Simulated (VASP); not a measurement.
All values below come from PBE GGA, VASP's PBE PAW potentials (set 64) (plane waves; VASP).

A VASP calculation is set up with these files.

POSCAR:
```
K3LiCl4
1
    6.1980837241     0.0000000000     0.0000000000
   -0.0000000000     6.1980837241     0.0000000000
    0.0000000000    -0.0000000000     6.1980837241
Li Cl K
1 4 3
Direct
  0.0000000000   0.0000000000   0.0000000000
  0.5000000000   0.5000000000   0.5000000000
  0.0000000000   0.0000000000   0.5000000000
  0.0000000000   0.5000000000   0.0000000000
  0.5000000000   0.0000000000   0.0000000000
  0.5000000000   0.5000000000   0.0000000000
  0.5000000000   0.0000000000   0.5000000000
  0.0000000000   0.5000000000   0.5000000000
```

### INCAR
```
! general
SYSTEM = K3LiCl4
PREC   = Accurate
ENCUT  = 500   ! plane-wave cut-off (eV)
LREAL  = .FALSE.
LASPH  = .TRUE.   ! aspherical one-centre terms
ICHARG = 11

! electronic loop
EDIFF  = 1E-6   ! SCF stop (eV)
NELM   = 100   ! most electronic steps
ALGO   = Normal

! smearing
ISMEAR = 0
SIGMA  = 0.05

! functional
GGA    = PE

! output
LWAVE  = .FALSE.
LCHARG = .FALSE.
```

**KPOINTS**
```
k-points along high-symmetry lines
15
Line-mode
Reciprocal
  0.000000   0.000000   0.000000 ! GAMMA
  0.000000   0.500000   0.000000 ! X

  0.000000   0.500000   0.000000 ! X
  0.500000   0.500000   0.000000 ! M

  0.500000   0.500000   0.000000 ! M
  0.000000   0.000000   0.000000 ! GAMMA

  0.000000   0.000000   0.000000 ! GAMMA
  0.500000   0.500000   0.500000 ! R

  0.500000   0.500000   0.500000 ! R
  0.000000   0.500000   0.000000 ! X

  0.500000   0.500000   0.500000 ! R
  0.500000   0.500000   0.000000 ! M
```

POTCAR, in this order: Li_sv Cl K_sv (PBE.64 set). Program: vasp_std. Read from the step before: CHGCAR.

The resulting files:

**OUTCAR**
```
 ion  position               nearest neighbor table
   1  0.000  0.000  0.000-
   2  0.500  0.500  0.500-   6 3.10   7 3.10   8 3.10   6 3.10   7 3.10   8 3.10
   3  0.000  0.000  0.500-   7 3.10   8 3.10   8 3.10   7 3.10
   4  0.000  0.500  0.000-   6 3.10   8 3.10   8 3.10   6 3.10
   5  0.500  0.000  0.000-   6 3.10   7 3.10   7 3.10   6 3.10
   6  0.500  0.500  0.000-   2 3.10   4 3.10   5 3.10   2 3.10   5 3.10   4 3.10
   7  0.500  0.000  0.500-   2 3.10   3 3.10   5 3.10   5 3.10   2 3.10   3 3.10
   8  0.000  0.500  0.500-   2 3.10   3 3.10   4 3.10   4 3.10   3 3.10   2 3.10
  LATTYP: Found a simple cubic cell.
 ALAT       =     6.1980837241
 Subroutine PRICEL returns:
 Original cell was already a primitive cell.
 Subroutine GETGRP returns: Found 48 space group operations
The static configuration has the point symmetry O_h .
The dynamic configuration has the point symmetry O_h .
 Subroutine INISYM returns: Found 48 space group operations
   k-points           NKPTS =     90   k-points in BZ     NKDIM =     90   number of bands    NBANDS=     34
   number of dos      NEDOS =    301   number of ions     NIONS =      8
   total plane-waves  NPLWV = 110592
   dimension x,y,z NGX =    48 NGY =   48 NGZ =   48
   dimension x,y,z NGXF=    96 NGYF=   96 NGZF=   96
   ions per type =               1   4   3
   PREC   = accura    normal or accurate (medium, high low for compatibility)
   ISTART =      0    job   : 0-new  1-cont  2-samecut
   ICHARG =     11    charge: 1-file 2-atom 10-const
   ISPIN  =      1    spin polarized calculation?
   LNONCOLLINEAR =      F non collinear calculations
   LSORBIT =      F    spin-orbit coupling
   INIWAV =      1    electr: 0-lowe 1-rand  2-diag
   ENCUT  =  500.0 eV  36.75 Ry    6.06 a.u.  11.30 11.30 11.30*2*pi/ulx,y,z
   NELM   =    100;   NELMIN=  2; NELMDL= -5     # of ELM steps
   EDIFF  = 0.1E-05   stopping-criterion for ELM
   LREAL  =      F    real-space projection
   NLSPLINE    = F    spline interpolate recip. space projectors
   LMAXMIX     =    2 max onsite mixed and CHGCAR
   VOSKOWN=      0    Vosko Wilk Nusair interpolation
   EDIFFG = 0.1E-04   stopping-criterion for IOM
   NSW    =      0    number of steps for IOM
   NBLOCK =      1;   KBLOCK =      1    inner block; outer block
   IBRION =     -1    ionic relax: 0-MD 1-quasi-New 2-CG
   NFREE  =      0    steps in history (QN), initial steepest desc. (CG)
   ISIF   =      2    stress and relaxation
   ISYM   =      2    0-nonsym 1-usesym 2-fastsym
   TEIN   =    0.0    initial temperature
   TEBEG  =    0.0;   TEEND  =   0.0 temperature during run
   SMASS  =  -3.00    Nose mass-parameter (am)
   PSTRESS=    0.0 pullay stress
   NELECT =      58.0000    total number of electrons
   EFERMI =   0.00;   METHOD = LEGACY
   ISMEAR =     0;   SIGMA  =   0.05  broadening in eV -4-tet -1-fermi 0-gaus
   IALGO  =     38    algorithm
   LDIAG  =      T    sub-space diagonalisation (order eigenvalues)
   IMIX   =      4    mixing-type and parameters
     AMIX     =   0.40;   BMIX     =  1.00
     AMIX_MAG =   1.60;   BMIX_MAG =  1.00
     AMIN     =   0.10
   GGA     = PE    functional components
   VOSKOWN =     0    Vosko Wilk Nusair interpolation
   LHFCALC =     F    Hartree Fock is set to
   LHFONE  =     F    Hartree Fock one center treatment
   AEXX    =    0.0000 exact exchange contribution
   IVDW    =     0    specifies the selected vdW correction
   LEPSILON=     F    determine dielectric tensor
   LRPA    =     F    only Hartree local field effects (RPA)
  energy-cutoff  :      500.00
  volume of cell :      238.11
      direct lattice vectors                 reciprocal lattice vectors
     6.198083724  0.000000000  0.000000000     0.161340189  0.000000000  0.000000000
     0.000000000  6.198083724  0.000000000     0.000000000  0.161340189  0.000000000
     0.000000000  0.000000000  6.198083724     0.000000000  0.000000000  0.161340189
 k-point     1 :   0.0000 0.0000 0.0000  plane waves:    6031
 k-point     2 :   0.0000 0.0357 0.0000  plane waves:    6035
 k-point     3 :   0.0000 0.0714 0.0000  plane waves:    6047
 k-point     4 :   0.0000 0.1071 0.0000  plane waves:    6051
...
```

**OSZICAR**
```
       N       E                     dE             d eps       ncg     rms          rms(c)
DAV:   1     0.459331720215E+03    0.45933E+03   -0.25161E+04  6120   0.148E+03
DAV:   2     0.174205467272E+02   -0.44191E+03   -0.43363E+03  7830   0.370E+02
DAV:   3    -0.252336492956E+02   -0.42654E+02   -0.42586E+02  8238   0.105E+02
DAV:   4    -0.268753445222E+02   -0.16417E+01   -0.16372E+01 10048   0.215E+01
DAV:   5    -0.269697904488E+02   -0.94446E-01   -0.94415E-01  9056   0.341E+00
DAV:   6    -0.269721165889E+02   -0.23261E-02   -0.23259E-02  9470   0.671E-01
DAV:   7    -0.269722485016E+02   -0.13191E-03   -0.13191E-03  9086   0.115E-01
DAV:   8    -0.269722517261E+02   -0.32245E-05   -0.32246E-05  8426   0.215E-02
DAV:   9    -0.269722518834E+02   -0.15724E-06   -0.15714E-06  6700   0.414E-03
   1 F= -.26972252E+02 E0= -.26972252E+02  d E =-.210489E-25
```

OUTCAR:
```
 val. band max:       -1.8133426505   @ k =   0.0000   0.0000   0.0000

 cond. band min:       2.8756736742   @ k =   0.0000   0.0000   0.0000



 k-point     1 :       0.0000    0.0000    0.0000
  band No.  band energies     occupation
      1     -47.1432      2.00000
      2     -28.8484      2.00000
      3     -28.8355      2.00000
      4     -28.8355      2.00000
      5     -14.0204      2.00000
      6     -13.9026      2.00000
      7     -13.9026      2.00000
      8     -13.8299      2.00000
      9     -12.4541      2.00000
     10     -12.4541      2.00000
     11     -12.4541      2.00000
     12     -12.3799      2.00000
     13     -12.3799      2.00000
     14     -12.3799      2.00000
     15     -12.3335      2.00000
     16     -12.3335      2.00000
     17     -12.3335      2.00000
     18      -2.7061      2.00000
     19      -2.7061      2.00000
     20      -2.7061      2.00000
     21      -2.1339      2.00000
     22      -2.1339      2.00000
     23      -2.1339      2.00000
     24      -2.0529      2.00000
     25      -2.0529      2.00000
     26      -2.0529      2.00000
     27      -1.8133      2.00000
     28      -1.8133      2.00000
     29      -1.8133      2.00000
     30       2.8757      0.00000
     31       4.9997      0.00000
     32       4.9997      0.00000
     33       4.9997      0.00000
     34       5.2554      0.00000

 k-point     2 :       0.0000    0.0357    0.0000
  band No.  band energies     occupation
      1     -47.1432      2.00000
      2     -28.8484      2.00000
      3     -28.8355      2.00000
      4     -28.8355      2.00000
      5     -14.0209      2.00000
      6     -13.9040      2.00000
      7     -13.9035      2.00000
      8     -13.8314      2.00000
      9     -12.4539      2.00000
     10     -12.4539      2.00000
     11     -12.4515      2.00000
     12     -12.3799      2.00000
     13     -12.3799      2.00000
     14     -12.3778      2.00000
     15     -12.3337      2.00000
...
```

The density is held fixed in this step, so its total energy and stress have no physical meaning.

The structure was generated: K3LiCl4 was put into an ordered model structure (Pm-3m), which need not be its known phase. It was relaxed first, which changed the volume by +10 %.
